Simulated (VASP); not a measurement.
SnPbSe2:

```
Sn Pb Se
1.0
     0.00000    6.07065   -6.07065
    -6.07065    0.00000   -6.07065
    -6.07065    6.07065    0.00000
Sn Pb Se
4 4 8
Direct
  0.50000 0.50000 0.00000
  0.00000 0.50000 0.00000
  0.50000 0.00000 0.00000
  0.00000 0.50000 0.50000
  0.00000 0.00000 0.00000
  0.50000 0.50000 0.50000
  0.50000 0.00000 0.50000
  0.00000 0.00000 0.50000
  0.75000 0.75000 0.25000
  0.25000 0.75000 0.25000
  0.75000 0.25000 0.25000
  0.25000 0.25000 0.25000
  0.75000 0.75000 0.75000
  0.25000 0.75000 0.75000
  0.75000 0.25000 0.75000
  0.25000 0.25000 0.75000
```

The cell was built by a generator and needn't be a form met in nature.

| Property | Result |
| --- | --- |
| Program | VASP 6.6.1 |
| Task | relaxation of cell and atoms |
| Functional | LDA |
| Potentials or basis | VASP PAW LDA potentials, release 64 (Sn_d, Pb_d, Se) |
| Cutoff | 600 eV |
| k mesh | 6 × 6 × 6 |
| Occupations | gaussian, width 0.03 eV |
| Spin | no spin polarisation |

At the start: pressure -2.4 GPa; volume 27.97 Å³/atom.

Q: How do energy, volume and symmetry change on relaxing?

A: Over 5 steps the energy falls by 12.3 meV/atom and the volume is 26.67 Å³/atom (-4.6 %); space group Imma (No. 74, to 0.05 Å).

The path:
| step | energy change (eV) | largest force (eV/Å) | pressure (GPa) | volume (Å³) |
| --- | --- | --- | --- | --- |
| 1 | 0.0000 | 0.2390 | -2.44 | 447.44 |
| 2 | -0.1539 | 0.2262 | 0.98 | 420.44 |
| 3 | -0.1711 | 0.2299 | 0.08 | 426.64 |
| 4 | -0.1838 | 0.1649 | 0.07 | 426.68 |
| 5 | -0.1969 | 0.0054 | 0.03 | 426.78 |

Final structure:
```
Sn Pb Se
1.0
     0.00000    5.97585   -5.97585
    -5.97595    0.00022   -5.97563
    -5.97595    5.97563   -0.00022
Sn Pb Se
4 4 8
Cartesian
  -2.9880 2.9880 -5.9757
  -2.9880 0.0001 -2.9878
  0.0000 2.9879 -2.9879
  -5.9760 2.9879 -2.9879
  0.0000 0.0000 0.0000
  -5.9760 5.9759 -5.9759
  -2.9880 5.9757 -2.9880
  -2.9880 2.9878 -0.0001
  -5.9433 5.9760 -8.9637
  -5.9433 2.9880 -5.9757
  -2.9880 5.9431 -6.0086
  -2.9880 2.9553 -3.0205
  -8.9639 8.9964 -8.9312
  -8.9639 6.0086 -5.9431
  -6.0086 8.9637 -5.9760
  -6.0086 5.9757 -2.9880
```
